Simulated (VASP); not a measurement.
# Zr2W: single point with PBE

The system is Zr2W.

```
CELL_PARAMETERS angstrom
4.95653 0.00000 0.00000
-2.47826 4.29248 0.00000
0.00000 0.00000 2.86079
ATOMIC_POSITIONS crystal
Zr 0.00000 0.00000 0.00000
Zr 0.33333 0.66667 0.50000
W 0.66667 0.33333 0.50000
```

The cell was built by a generator and needn't be a form met in nature.

```
Program             : VASP 6.6.1
Task                : single point
Functional          : PBE
Potentials or basis : VASP PAW PBE potentials, release 64 (Zr_sv, W_sv)
Cutoff              : 520 eV
k mesh              : 6 × 6 × 9
Occupations         : fermi-dirac, width 0.05 eV
Spin                : no spin polarisation
```

```
Pressure               : -0.1 GPa
Band gap on the k mesh : none (metal or under the smearing width)
```

Stress tensor (GPa, compression positive):
```
-0.04  0.00  0.00
 0.00 -0.04  0.00
 0.00  0.00 -0.16
```

Levels at points of the mesh, in eV from the Fermi level:
| k point | band 15 | band 16 | band 17 | band 18 | band 19 | band 20 | band 21 | band 22 | band 23 | band 24 |
| --- | --- | --- | --- | --- | --- | --- | --- | --- | --- | --- |
| (0.00, 0.00, 0.00) | -1.54 | -1.17 | -1.17 | -1.12 | -1.12 | -0.12 | 1.10 | 1.10 | 1.83 | 1.83 |
| (0.50, 0.00, 0.00) | -3.46 | -1.91 | -1.57 | -1.28 | -0.48 | -0.13 | 1.25 | 1.30 | 1.98 | 3.21 |
| (0.50, 0.50, 0.00) | -3.46 | -1.91 | -1.57 | -1.28 | -0.48 | -0.13 | 1.25 | 1.30 | 1.98 | 3.21 |

It took 45 s on 1 thread of Intel(R) Xeon(R) 6975P-C (Granite Rapids), with other jobs on the host, peak memory 0.24 GiB.

Spin-orbit coupling is left out, which matters for the levels of W.
